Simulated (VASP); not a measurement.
Level of theory: optB88-vdW, VASP's PBE PAW potentials (set 64) (plane waves; VASP).

A VASP calculation is set up with these files.

### INCAR
```
# general
SYSTEM   = Bi
PREC     = Accurate
ENCUT    = 520
LREAL    = F
LASPH    = T

# electronic loop
EDIFF    = 1E-6
NELM     = 100
ALGO     = Normal
LMAXMIX  = 4

# smearing
ISMEAR   = 0
SIGMA    = 0.05

# functional
GGA      = BO
LUSE_VDW = T
AGGAC    = 0.0
PARAM1   = 0.1833333333
PARAM2   = 0.22

# ions
IBRION   = 2
NSW      = 60
ISIF     = 3
EDIFFG   = -0.01

# output
LWAVE    = F
LCHARG   = F
```

**POSCAR**
```
Bi
1
    4.2131105967    -2.2909203884     0.0060263405
    4.2131105967     2.2909203884     0.0060263405
    2.9620132894     0.0000000000     3.7716217561
Bi
2
Direct
  0.2346348843   0.2346348843   0.2346348843
  0.7653651157   0.7653651157   0.7653651157
```

**KPOINTS**
```
Automatic mesh
0
gamma
6 6 6
```

POTCAR, in this order: Bi_d (PBE.64 set). Program: vasp_std.

Unless said otherwise, spin-orbit coupling is left out, though it shifts the bands of the heavy elements here.

Task: Estimate the energy per atom (σ→0), volume per atom, band gap (on the k-mesh).

Result: 
```yaml
energy per atom (σ→0): -0.544 eV/atom
band gap (on the k-mesh): none (metal, semimetal or under 0.01 eV)
volume_per_atom: 36.57 Å³/atom
```

File OSZICAR:
```
...
       N       E                     dE             d eps       ncg     rms          rms(c)
DAV:   1    -0.109016412138E+01   -0.93139E-03   -0.28749E-02  1324   0.261E+00    0.158E-01
DAV:   2    -0.108940408016E+01    0.76004E-03   -0.17651E-03  1315   0.647E-01    0.648E-02
DAV:   3    -0.108926056874E+01    0.14351E-03   -0.70840E-04  1541   0.383E-01    0.831E-03
DAV:   4    -0.108925887769E+01    0.16911E-05   -0.20505E-05  1299   0.463E-02    0.380E-03
DAV:   5    -0.108925764730E+01    0.12304E-05   -0.36028E-06  1067   0.215E-02    0.257E-03
DAV:   6    -0.108925742216E+01    0.22514E-06   -0.52651E-07   608   0.119E-02
  17 F= -.10892574E+01 E0= -.10887266E+01  d E =-.255334E-04
```

The compound is Bi in the a7 structure. This run relaxes it. Symmetry was kept, so distortions that lower it aren't found. The start is the result of an earlier pass.
